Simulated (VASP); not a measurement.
Set up this calculation in VASP 6.6.1, as the native input.

* Task: relaxation of cell and atoms
* Functional: PBE
* Dispersion: D3(BJ)
* Potentials or basis: VASP PAW PBE potentials, release 64 (In_d, Sb)
* Cutoff: 600 eV
* k mesh: 12 × 12 × 12
* Occupations: gaussian, width 0.1 eV
* Spin: no spin polarisation
* Further INCAR settings: ALGO = Normal; EDIFF = 1e-07; IBRION = 2; EDIFFG = -0.005; NSW = 90; ISIF = 3

The structure of InSb lies in POSCAR:

```
InSb
1.0
    0.0000000000      3.3166107100      3.3166107100
    3.3166107100      0.0000000000      3.3166107100
    3.3166107100      3.3166107100      0.0000000000
In Sb
1 1
Direct
    0.0000000000      0.0000000000      0.0000000000
    0.7500000000      0.7500000000      0.7500000000
```

The cell is a database's computed one.

The input as run:

INCAR

```
SYSTEM = InSb
PREC = Accurate
ENCUT = 600
EDIFF = 1E-7
ISMEAR = 0
SIGMA = 0.1
LREAL = .False.
LASPH = .True.
NELM = 80
ALGO = Normal
ISIF = 3
LWAVE = .False.
LCHARG = .False.
GGA = PE
IVDW = 12
IBRION = 2
NSW = 90
EDIFFG = -0.005
```

KPOINTS

```
Automatic mesh
0
Gamma
  12 12 12
  0 0 0
```

Potentials or basis: VASP PAW PBE potentials, release 64 (In_d, Sb).

Run with:

```console
$ cat potpaw_PBE.64/In_d/POTCAR potpaw_PBE.64/Sb/POTCAR > POTCAR
$ mpirun -np 1 vasp_std > vasp.out
```

Results of the run:

```
Relaxed volume                         : 35.03 Å³/atom
Relaxed cell                           : a = 4.627 Å, b = 4.627 Å, c = 4.627 Å, α = 60.00°, β = 60.00°, γ = 60.00°
Space group after relaxing (to 0.05 Å) : F-43m (No. 216)
Energy gained by relaxing              : 7.2 meV/atom
Ionic steps                            : 3
Pressure after relaxing                : 0.0 GPa
Band gap on the k mesh                 : none (metal or under the smearing width)
Dispersion energy per atom             : -0.321 eV
```

Caveat: pairwise dispersion overbinds metals, which lowers pressure and volume; this crystal is a semiconductor, whose small gap the functional closes, so the metal is an error of the method.

It took 100 s on 1 thread of Intel(R) Xeon(R) 6975P-C (Granite Rapids) (shared host), peak memory 0.31 GiB.
